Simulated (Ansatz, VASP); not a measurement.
**GaSb in two plane-wave programs**

Aim: how closely do two programs agree when they are given the same cell, functional and k mesh? The cell is taken from a series of runs on this material, whose earlier steps may have relaxed, scaled, displaced or heated it; both programs get it as it stands.

Main program and level: Ansatz 0.2.0; plane waves, with VASP 6.6.1 beside it; zone-centre phonons at PBEsol.

### Step 1. Set-up

It takes space group F-43m (No. 216, cubic). Conventional cell: a = 6.192 Å, b = 6.192 Å, c = 6.192 Å, α = 90.00°, β = 90.00°, γ = 90.00°. Nearest to Ga lie 4 Sb at 2.68 Å. Nearest to Sb lie 4 Ga at 2.68 Å. Farther neighbours are not listed.

### Step 2. VASP: zone-centre phonons, PBEsol

Second derivatives magnify differences that forces hide, and they need a tight electronic threshold.

Lines of VASP's logs that name or quote its potential files are left out, and so is its time.

INCAR

```
SYSTEM = GaSb
PREC = Accurate
ENCUT = 500
EDIFF = 1E-08
NELM = 120
ISMEAR = 0
SIGMA = 0.015
LREAL = .FALSE.
ALGO = Normal
GGA = PS
NBANDS = 15
LORBIT = 11
LWAVE = .FALSE.
LCHARG = .FALSE.
ISIF = 2
ISYM = 2
IBRION = 8
LASPH = .TRUE.
GGA_COMPAT = .FALSE.
EFERMI = MIDGAP
KPAR = 2
```

POSCAR

```
GaSb
1.0
   -0.0006486707      3.0956789689      3.0956789689
    3.0956789689     -0.0006486707      3.0956789689
    3.0956789689      3.0956789689     -0.0006486707
Ga Sb
1 1
Direct
    0.0000412973      0.0000412973      0.0000412973
    0.7499587027      0.7499587027      0.7499587027
```

KPOINTS

```
Points of the shifted mesh
1728
Reciprocal
 0.0416666667  0.0416666667  0.0416666667 1
 0.0416666667  0.0416666667  0.1250000000 1
 0.0416666667  0.0416666667  0.2083333333 1
 0.0416666667  0.0416666667  0.2916666667 1
 0.0416666667  0.0416666667  0.3750000000 1
 0.0416666667  0.0416666667  0.4583333333 1
 0.0416666667  0.0416666667  0.5416666667 1
 0.0416666667  0.0416666667  0.6250000000 1
 0.0416666667  0.0416666667  0.7083333333 1
 0.0416666667  0.0416666667  0.7916666667 1
 0.0416666667  0.0416666667  0.8750000000 1
 0.0416666667  0.0416666667  0.9583333333 1
 0.0416666667  0.1250000000  0.0416666667 1
 0.0416666667  0.1250000000  0.1250000000 1
 0.0416666667  0.1250000000  0.2083333333 1
 0.0416666667  0.1250000000  0.2916666667 1
 0.0416666667  0.1250000000  0.3750000000 1
 0.0416666667  0.1250000000  0.4583333333 1
 0.0416666667  0.1250000000  0.5416666667 1
 0.0416666667  0.1250000000  0.6250000000 1
 0.0416666667  0.1250000000  0.7083333333 1
 0.0416666667  0.1250000000  0.7916666667 1
 0.0416666667  0.1250000000  0.8750000000 1
 0.0416666667  0.1250000000  0.9583333333 1
 0.0416666667  0.2083333333  0.0416666667 1
 0.0416666667  0.2083333333  0.1250000000 1
 0.0416666667  0.2083333333  0.2083333333 1
 0.0416666667  0.2083333333  0.2916666667 1
 0.0416666667  0.2083333333  0.3750000000 1
 0.0416666667  0.2083333333  0.4583333333 1
 0.0416666667  0.2083333333  0.5416666667 1
 0.0416666667  0.2083333333  0.6250000000 1
 0.0416666667  0.2083333333  0.7083333333 1
 0.0416666667  0.2083333333  0.7916666667 1
 0.0416666667  0.2083333333  0.8750000000 1
 0.0416666667  0.2083333333  0.9583333333 1
 0.0416666667  0.2916666667  0.0416666667 1
 0.0416666667  0.2916666667  0.1250000000 1
 0.0416666667  0.2916666667  0.2083333333 1
 0.0416666667  0.2916666667  0.2916666667 1
 0.0416666667  0.2916666667  0.3750000000 1
 0.0416666667  0.2916666667  0.4583333333 1
 0.0416666667  0.2916666667  0.5416666667 1
 0.0416666667  0.2916666667  0.6250000000 1
 0.0416666667  0.2916666667  0.7083333333 1
 0.0416666667  0.2916666667  0.7916666667 1
 0.0416666667  0.2916666667  0.8750000000 1
 0.0416666667  0.2916666667  0.9583333333 1
 0.0416666667  0.3750000000  0.0416666667 1
 0.0416666667  0.3750000000  0.1250000000 1
 0.0416666667  0.3750000000  0.2083333333 1
 0.0416666667  0.3750000000  0.2916666667 1
 0.0416666667  0.3750000000  0.3750000000 1
 0.0416666667  0.3750000000  0.4583333333 1
 0.0416666667  0.3750000000  0.5416666667 1
 0.0416666667  0.3750000000  0.6250000000 1
 0.0416666667  0.3750000000  0.7083333333 1
 0.0416666667  0.3750000000  0.7916666667 1
 0.0416666667  0.3750000000  0.8750000000 1
 0.0416666667  0.3750000000  0.9583333333 1
 0.0416666667  0.4583333333  0.0416666667 1
 0.0416666667  0.4583333333  0.1250000000 1
 0.0416666667  0.4583333333  0.2083333333 1
 0.0416666667  0.4583333333  0.2916666667 1
 0.0416666667  0.4583333333  0.3750000000 1
 0.0416666667  0.4583333333  0.4583333333 1
 0.0416666667  0.4583333333  0.5416666667 1
 0.0416666667  0.4583333333  0.6250000000 1
 0.0416666667  0.4583333333  0.7083333333 1
 0.0416666667  0.4583333333  0.7916666667 1
 0.0416666667  0.4583333333  0.8750000000 1
 0.0416666667  0.4583333333  0.9583333333 1
 0.0416666667  0.5416666667  0.0416666667 1
 0.0416666667  0.5416666667  0.1250000000 1
 0.0416666667  0.5416666667  0.2083333333 1
 0.0416666667  0.5416666667  0.2916666667 1
 0.0416666667  0.5416666667  0.3750000000 1
 0.0416666667  0.5416666667  0.4583333333 1
 0.0416666667  0.5416666667  0.5416666667 1
 0.0416666667  0.5416666667  0.6250000000 1
 0.0416666667  0.5416666667  0.7083333333 1
 0.0416666667  0.5416666667  0.7916666667 1
 0.0416666667  0.5416666667  0.8750000000 1
 0.0416666667  0.5416666667  0.9583333333 1
 0.0416666667  0.6250000000  0.0416666667 1
 0.0416666667  0.6250000000  0.1250000000 1
 0.0416666667  0.6250000000  0.2083333333 1
 0.0416666667  0.6250000000  0.2916666667 1
 0.0416666667  0.6250000000  0.3750000000 1
 0.0416666667  0.6250000000  0.4583333333 1
 0.0416666667  0.6250000000  0.5416666667 1
 0.0416666667  0.6250000000  0.6250000000 1
 0.0416666667  0.6250000000  0.7083333333 1
 0.0416666667  0.6250000000  0.7916666667 1
 0.0416666667  0.6250000000  0.8750000000 1
 0.0416666667  0.6250000000  0.9583333333 1
 0.0416666667  0.7083333333  0.0416666667 1
 0.0416666667  0.7083333333  0.1250000000 1
 0.0416666667  0.7083333333  0.2083333333 1
 0.0416666667  0.7083333333  0.2916666667 1
 0.0416666667  0.7083333333  0.3750000000 1
 0.0416666667  0.7083333333  0.4583333333 1
 0.0416666667  0.7083333333  0.5416666667 1
 0.0416666667  0.7083333333  0.6250000000 1
 0.0416666667  0.7083333333  0.7083333333 1
 0.0416666667  0.7083333333  0.7916666667 1
 0.0416666667  0.7083333333  0.8750000000 1
 0.0416666667  0.7083333333  0.9583333333 1
 0.0416666667  0.7916666667  0.0416666667 1
 0.0416666667  0.7916666667  0.1250000000 1
 0.0416666667  0.7916666667  0.2083333333 1
 0.0416666667  0.7916666667  0.2916666667 1
[... 1390 lines left out ...]
 0.8750000000  0.4583333333  0.1250000000 1
 0.8750000000  0.4583333333  0.2083333333 1
 0.8750000000  0.4583333333  0.2916666667 1
 0.8750000000  0.4583333333  0.3750000000 1
 0.8750000000  0.4583333333  0.4583333333 1
 0.8750000000  0.4583333333  0.5416666667 1
 0.8750000000  0.4583333333  0.6250000000 1
 0.8750000000  0.4583333333  0.7083333333 1
 0.8750000000  0.4583333333  0.7916666667 1
 0.8750000000  0.4583333333  0.8750000000 1
 0.8750000000  0.4583333333  0.9583333333 1
 0.8750000000  0.5416666667  0.0416666667 1
 0.8750000000  0.5416666667  0.1250000000 1
 0.8750000000  0.5416666667  0.2083333333 1
 0.8750000000  0.5416666667  0.2916666667 1
 0.8750000000  0.5416666667  0.3750000000 1
 0.8750000000  0.5416666667  0.4583333333 1
 0.8750000000  0.5416666667  0.5416666667 1
 0.8750000000  0.5416666667  0.6250000000 1
 0.8750000000  0.5416666667  0.7083333333 1
 0.8750000000  0.5416666667  0.7916666667 1
 0.8750000000  0.5416666667  0.8750000000 1
 0.8750000000  0.5416666667  0.9583333333 1
 0.8750000000  0.6250000000  0.0416666667 1
 0.8750000000  0.6250000000  0.1250000000 1
 0.8750000000  0.6250000000  0.2083333333 1
 0.8750000000  0.6250000000  0.2916666667 1
 0.8750000000  0.6250000000  0.3750000000 1
 0.8750000000  0.6250000000  0.4583333333 1
 0.8750000000  0.6250000000  0.5416666667 1
 0.8750000000  0.6250000000  0.6250000000 1
 0.8750000000  0.6250000000  0.7083333333 1
 0.8750000000  0.6250000000  0.7916666667 1
 0.8750000000  0.6250000000  0.8750000000 1
 0.8750000000  0.6250000000  0.9583333333 1
 0.8750000000  0.7083333333  0.0416666667 1
 0.8750000000  0.7083333333  0.1250000000 1
 0.8750000000  0.7083333333  0.2083333333 1
 0.8750000000  0.7083333333  0.2916666667 1
 0.8750000000  0.7083333333  0.3750000000 1
 0.8750000000  0.7083333333  0.4583333333 1
 0.8750000000  0.7083333333  0.5416666667 1
 0.8750000000  0.7083333333  0.6250000000 1
 0.8750000000  0.7083333333  0.7083333333 1
 0.8750000000  0.7083333333  0.7916666667 1
 0.8750000000  0.7083333333  0.8750000000 1
 0.8750000000  0.7083333333  0.9583333333 1
 0.8750000000  0.7916666667  0.0416666667 1
 0.8750000000  0.7916666667  0.1250000000 1
 0.8750000000  0.7916666667  0.2083333333 1
 0.8750000000  0.7916666667  0.2916666667 1
 0.8750000000  0.7916666667  0.3750000000 1
 0.8750000000  0.7916666667  0.4583333333 1
 0.8750000000  0.7916666667  0.5416666667 1
 0.8750000000  0.7916666667  0.6250000000 1
 0.8750000000  0.7916666667  0.7083333333 1
 0.8750000000  0.7916666667  0.7916666667 1
 0.8750000000  0.7916666667  0.8750000000 1
 0.8750000000  0.7916666667  0.9583333333 1
 0.8750000000  0.8750000000  0.0416666667 1
 0.8750000000  0.8750000000  0.1250000000 1
 0.8750000000  0.8750000000  0.2083333333 1
 0.8750000000  0.8750000000  0.2916666667 1
 0.8750000000  0.8750000000  0.3750000000 1
 0.8750000000  0.8750000000  0.4583333333 1
 0.8750000000  0.8750000000  0.5416666667 1
 0.8750000000  0.8750000000  0.6250000000 1
 0.8750000000  0.8750000000  0.7083333333 1
 0.8750000000  0.8750000000  0.7916666667 1
 0.8750000000  0.8750000000  0.8750000000 1
 0.8750000000  0.8750000000  0.9583333333 1
 0.8750000000  0.9583333333  0.0416666667 1
 0.8750000000  0.9583333333  0.1250000000 1
 0.8750000000  0.9583333333  0.2083333333 1
 0.8750000000  0.9583333333  0.2916666667 1
 0.8750000000  0.9583333333  0.3750000000 1
 0.8750000000  0.9583333333  0.4583333333 1
 0.8750000000  0.9583333333  0.5416666667 1
 0.8750000000  0.9583333333  0.6250000000 1
 0.8750000000  0.9583333333  0.7083333333 1
 0.8750000000  0.9583333333  0.7916666667 1
 0.8750000000  0.9583333333  0.8750000000 1
 0.8750000000  0.9583333333  0.9583333333 1
 0.9583333333  0.0416666667  0.0416666667 1
 0.9583333333  0.0416666667  0.1250000000 1
 0.9583333333  0.0416666667  0.2083333333 1
 0.9583333333  0.0416666667  0.2916666667 1
 0.9583333333  0.0416666667  0.3750000000 1
 0.9583333333  0.0416666667  0.4583333333 1
 0.9583333333  0.0416666667  0.5416666667 1
 0.9583333333  0.0416666667  0.6250000000 1
 0.9583333333  0.0416666667  0.7083333333 1
 0.9583333333  0.0416666667  0.7916666667 1
 0.9583333333  0.0416666667  0.8750000000 1
 0.9583333333  0.0416666667  0.9583333333 1
 0.9583333333  0.1250000000  0.0416666667 1
 0.9583333333  0.1250000000  0.1250000000 1
 0.9583333333  0.1250000000  0.2083333333 1
 0.9583333333  0.1250000000  0.2916666667 1
 0.9583333333  0.1250000000  0.3750000000 1
 0.9583333333  0.1250000000  0.4583333333 1
 0.9583333333  0.1250000000  0.5416666667 1
 0.9583333333  0.1250000000  0.6250000000 1
 0.9583333333  0.1250000000  0.7083333333 1
 0.9583333333  0.1250000000  0.7916666667 1
 0.9583333333  0.1250000000  0.8750000000 1
 0.9583333333  0.1250000000  0.9583333333 1
 0.9583333333  0.2083333333  0.0416666667 1
 0.9583333333  0.2083333333  0.1250000000 1
 0.9583333333  0.2083333333  0.2083333333 1
 0.9583333333  0.2083333333  0.2916666667 1
 0.9583333333  0.2083333333  0.3750000000 1
 0.9583333333  0.2083333333  0.4583333333 1
 0.9583333333  0.2083333333  0.5416666667 1
 0.9583333333  0.2083333333  0.6250000000 1
 0.9583333333  0.2083333333  0.7083333333 1
 0.9583333333  0.2083333333  0.7916666667 1
 0.9583333333  0.2083333333  0.8750000000 1
 0.9583333333  0.2083333333  0.9583333333 1
 0.9583333333  0.2916666667  0.0416666667 1
 0.9583333333  0.2916666667  0.1250000000 1
 0.9583333333  0.2916666667  0.2083333333 1
 0.9583333333  0.2916666667  0.2916666667 1
 0.9583333333  0.2916666667  0.3750000000 1
 0.9583333333  0.2916666667  0.4583333333 1
 0.9583333333  0.2916666667  0.5416666667 1
 0.9583333333  0.2916666667  0.6250000000 1
 0.9583333333  0.2916666667  0.7083333333 1
 0.9583333333  0.2916666667  0.7916666667 1
 0.9583333333  0.2916666667  0.8750000000 1
 0.9583333333  0.2916666667  0.9583333333 1
 0.9583333333  0.3750000000  0.0416666667 1
 0.9583333333  0.3750000000  0.1250000000 1
 0.9583333333  0.3750000000  0.2083333333 1
 0.9583333333  0.3750000000  0.2916666667 1
 0.9583333333  0.3750000000  0.3750000000 1
 0.9583333333  0.3750000000  0.4583333333 1
 0.9583333333  0.3750000000  0.5416666667 1
 0.9583333333  0.3750000000  0.6250000000 1
 0.9583333333  0.3750000000  0.7083333333 1
 0.9583333333  0.3750000000  0.7916666667 1
 0.9583333333  0.3750000000  0.8750000000 1
 0.9583333333  0.3750000000  0.9583333333 1
 0.9583333333  0.4583333333  0.0416666667 1
 0.9583333333  0.4583333333  0.1250000000 1
 0.9583333333  0.4583333333  0.2083333333 1
 0.9583333333  0.4583333333  0.2916666667 1
 0.9583333333  0.4583333333  0.3750000000 1
 0.9583333333  0.4583333333  0.4583333333 1
 0.9583333333  0.4583333333  0.5416666667 1
 0.9583333333  0.4583333333  0.6250000000 1
 0.9583333333  0.4583333333  0.7083333333 1
 0.9583333333  0.4583333333  0.7916666667 1
 0.9583333333  0.4583333333  0.8750000000 1
 0.9583333333  0.4583333333  0.9583333333 1
 0.9583333333  0.5416666667  0.0416666667 1
 0.9583333333  0.5416666667  0.1250000000 1
 0.9583333333  0.5416666667  0.2083333333 1
 0.9583333333  0.5416666667  0.2916666667 1
 0.9583333333  0.5416666667  0.3750000000 1
 0.9583333333  0.5416666667  0.4583333333 1
 0.9583333333  0.5416666667  0.5416666667 1
 0.9583333333  0.5416666667  0.6250000000 1
 0.9583333333  0.5416666667  0.7083333333 1
 0.9583333333  0.5416666667  0.7916666667 1
 0.9583333333  0.5416666667  0.8750000000 1
 0.9583333333  0.5416666667  0.9583333333 1
 0.9583333333  0.6250000000  0.0416666667 1
 0.9583333333  0.6250000000  0.1250000000 1
 0.9583333333  0.6250000000  0.2083333333 1
 0.9583333333  0.6250000000  0.2916666667 1
 0.9583333333  0.6250000000  0.3750000000 1
 0.9583333333  0.6250000000  0.4583333333 1
 0.9583333333  0.6250000000  0.5416666667 1
 0.9583333333  0.6250000000  0.6250000000 1
 0.9583333333  0.6250000000  0.7083333333 1
 0.9583333333  0.6250000000  0.7916666667 1
 0.9583333333  0.6250000000  0.8750000000 1
 0.9583333333  0.6250000000  0.9583333333 1
 0.9583333333  0.7083333333  0.0416666667 1
 0.9583333333  0.7083333333  0.1250000000 1
 0.9583333333  0.7083333333  0.2083333333 1
 0.9583333333  0.7083333333  0.2916666667 1
 0.9583333333  0.7083333333  0.3750000000 1
 0.9583333333  0.7083333333  0.4583333333 1
 0.9583333333  0.7083333333  0.5416666667 1
 0.9583333333  0.7083333333  0.6250000000 1
 0.9583333333  0.7083333333  0.7083333333 1
 0.9583333333  0.7083333333  0.7916666667 1
 0.9583333333  0.7083333333  0.8750000000 1
 0.9583333333  0.7083333333  0.9583333333 1
 0.9583333333  0.7916666667  0.0416666667 1
 0.9583333333  0.7916666667  0.1250000000 1
 0.9583333333  0.7916666667  0.2083333333 1
 0.9583333333  0.7916666667  0.2916666667 1
 0.9583333333  0.7916666667  0.3750000000 1
 0.9583333333  0.7916666667  0.4583333333 1
 0.9583333333  0.7916666667  0.5416666667 1
 0.9583333333  0.7916666667  0.6250000000 1
 0.9583333333  0.7916666667  0.7083333333 1
 0.9583333333  0.7916666667  0.7916666667 1
 0.9583333333  0.7916666667  0.8750000000 1
 0.9583333333  0.7916666667  0.9583333333 1
 0.9583333333  0.8750000000  0.0416666667 1
 0.9583333333  0.8750000000  0.1250000000 1
 0.9583333333  0.8750000000  0.2083333333 1
 0.9583333333  0.8750000000  0.2916666667 1
 0.9583333333  0.8750000000  0.3750000000 1
 0.9583333333  0.8750000000  0.4583333333 1
 0.9583333333  0.8750000000  0.5416666667 1
 0.9583333333  0.8750000000  0.6250000000 1
 0.9583333333  0.8750000000  0.7083333333 1
 0.9583333333  0.8750000000  0.7916666667 1
 0.9583333333  0.8750000000  0.8750000000 1
 0.9583333333  0.8750000000  0.9583333333 1
 0.9583333333  0.9583333333  0.0416666667 1
 0.9583333333  0.9583333333  0.1250000000 1
 0.9583333333  0.9583333333  0.2083333333 1
 0.9583333333  0.9583333333  0.2916666667 1
 0.9583333333  0.9583333333  0.3750000000 1
 0.9583333333  0.9583333333  0.4583333333 1
 0.9583333333  0.9583333333  0.5416666667 1
 0.9583333333  0.9583333333  0.6250000000 1
 0.9583333333  0.9583333333  0.7083333333 1
 0.9583333333  0.9583333333  0.7916666667 1
 0.9583333333  0.9583333333  0.8750000000 1
 0.9583333333  0.9583333333  0.9583333333 1
```

PAW data sets: Ga_d and Sb (PBE family, release 64).

Started as:

```sh
mpirun -np 2 vasp_std
```

Numbers of over 12 decimals in the logs are rounded to 6 here.

Log:

```text
[banner, memory and clock lines left out]
running    2 mpi-ranks, on    1 nodes
 distrk:  each k-point on    1 cores,    2 groups
 distr:  one band on    1 cores,    1 groups

 POSCAR found type information on POSCAR GaSb
 POSCAR found :  2 types and       2 ions
|                                                                             |
|               ----> ADVICE to this user running VASP <----                  |
|                                                                             |
|     You enforced a specific xc type in the INCAR file but a different       |
|     [... a line on the potential file left out ...]
|     I HOPE YOU KNOW WHAT YOU ARE DOING!                                     |
|                                                                             |

 LDA part: xc-table for (Slater+PW92), standard interpolation
 POSCAR, INCAR and KPOINTS ok, starting setup
 FFT: planning ... GRIDC
 FFT: planning ... GRID_SOFT
 FFT: planning ... GRID
 WAVECAR not read
 entering main loop
       N       E                     dE             d eps       ncg     rms          rms(c)
DAV:   1     0.793618659284E+02    0.79362E+02   -0.84925E+03 52486   0.142E+03
DAV:   2    -0.208598190743E+01   -0.81448E+02   -0.78596E+02 59855   0.298E+02
DAV:   3    -0.812546281000E+01   -0.60395E+01   -0.60174E+01 62606   0.669E+01
DAV:   4    -0.823224873240E+01   -0.10679E+00   -0.10677E+00 63417   0.997E+00
DAV:   5    -0.823490359445E+01   -0.26549E-02   -0.26548E-02 67838   0.139E+00    0.298E+00
DAV:   6    -0.816642020460E+01    0.68483E-01   -0.86415E-02 67721   0.508E+00    0.174E+00
DAV:   7    -0.814309177641E+01    0.23328E-01   -0.40017E-02 64683   0.187E+00    0.357E-01
DAV:   8    -0.814306627369E+01    0.25503E-04   -0.47171E-03 68554   0.852E-01    0.875E-02
DAV:   9    -0.814335249970E+01   -0.28623E-03   -0.43312E-04 57902   0.175E-01    0.327E-02
DAV:  10    -0.814335358374E+01   -0.10840E-05   -0.21090E-05 69174   0.413E-02    0.768E-03
DAV:  11    -0.814336301605E+01   -0.94323E-05   -0.11641E-05 57811   0.236E-02    0.430E-03
DAV:  12    -0.814336324200E+01   -0.22594E-06   -0.57189E-07 69011   0.774E-03    0.417E-04
DAV:  13    -0.814336321503E+01    0.26969E-07   -0.31965E-08 59239   0.135E-03    0.353E-04
DAV:  14    -0.814336326326E+01   -0.48235E-07   -0.45061E-09 54592   0.618E-04    0.113E-04
DAV:  15    -0.814336326201E+01    0.12533E-08   -0.33346E-10 35055   0.190E-04
   1 F= -.81433633E+01 E0= -.81433633E+01  d E =-.257328E-52
 Linear response reoptimize wavefunctions to high precision
DAV:   1    -0.814336325703E+01    0.49822E-08   -0.13002E-10 36574   0.125E-04
DAV:   2    -0.814336325703E+01   -0.72760E-11   -0.38733E-11 30925   0.659E-05
 Linear response DOF=           2
 Linear response progress:
  Degree of freedom:   1/  2
       N       E                     dE             d eps       ncg     rms          rms(c)
RMM:   1    -0.165815596102E+00   -0.16582E+00    0.60962E-02 64646   0.791E+00
RMM:   2    -0.164830252266E+00    0.98534E-03   -0.27602E-02 97371   0.135E+00    0.378E-02
RMM:   3    -0.164876910204E+00   -0.46658E-04   -0.35903E-03101505   0.429E-01    0.245E-02
RMM:   4    -0.164745431229E+00    0.13148E-03   -0.14618E-03110203   0.198E-01    0.127E-02
RMM:   5    -0.164738298112E+00    0.71331E-05   -0.64115E-05107160   0.536E-02    0.420E-03
RMM:   6    -0.164741960890E+00   -0.36628E-05   -0.58562E-06109258   0.233E-02    0.451E-04
RMM:   7    -0.164740106203E+00    0.18547E-05    0.25516E-06106095   0.998E-03    0.461E-04
RMM:   8    -0.164743254928E+00   -0.31487E-05    0.10567E-06106615   0.471E-03    0.167E-04
RMM:   9    -0.164744983278E+00   -0.17284E-05    0.13093E-06108210   0.221E-03    0.505E-05
RMM:  10    -0.164745697854E+00   -0.71458E-06    0.26085E-07104716   0.110E-03    0.229E-05
RMM:  11    -0.164745828751E+00   -0.13090E-06    0.54514E-08110362   0.551E-04    0.169E-05
RMM:  12    -0.164745971734E+00   -0.14298E-06   -0.31641E-08107408   0.271E-04    0.543E-06
RMM:  13    -0.164745976037E+00   -0.43021E-08   -0.84662E-08107224   0.139E-04    0.776E-06
 first order change of Fermi-energy  -0.63277E+00
 force on displaced ion       1 direction 1 :  -7.299  -0.004  -0.004
 Linear response progress:
  Degree of freedom:   2/  2
       N       E                     dE             d eps       ncg     rms          rms(c)
RMM:   1    -0.281393872759E-01   -0.28139E-01    0.10147E-02105239   0.130E+00
RMM:   2    -0.257449702900E-01    0.23944E-02   -0.32699E-03 95139   0.356E-01    0.637E-02
RMM:   3    -0.256837941916E-01    0.61176E-04   -0.18715E-04105360   0.958E-02    0.350E-02
RMM:   4    -0.257226475514E-01   -0.38853E-04   -0.39545E-05104785   0.422E-02    0.433E-03
RMM:   5    -0.257319421225E-01   -0.92946E-05   -0.52994E-06109949   0.147E-02    0.273E-03
RMM:   6    -0.257262866223E-01    0.56555E-05   -0.80441E-07103434   0.482E-03    0.744E-04
RMM:   7    -0.257249794979E-01    0.13071E-05   -0.83496E-08108109   0.154E-03    0.248E-04
RMM:   8    -0.257242866468E-01    0.69285E-06   -0.18021E-08103561   0.570E-04    0.669E-05
RMM:   9    -0.257242372952E-01    0.49352E-07   -0.25908E-09105511   0.214E-04    0.248E-05
RMM:  10    -0.257242777516E-01   -0.40456E-07   -0.58887E-10103708   0.839E-05    0.204E-06
RMM:  11    -0.257242730663E-01    0.46852E-08   -0.24529E-12107009   0.316E-05    0.395E-06
 first order change of Fermi-energy   0.63275E+00
 force on displaced ion       2 direction 1 :  -7.262  -0.004  -0.004
 Linear response finished
```

(Part 1 of 2 ends here.)

[Lines on the potential files, build, host, timing and source positions are cut from VASP's logs without a mark.]

[Logs are printed without paths, hosts, clocks, repeated set-up lines and the standing remarks that a program may print on its own settings, such as how far it seeks lower states.]

[Hosts, paths, dates, database ids (printed as entryN), source tags and the programs' standing remarks are cut or masked in the printed files.]
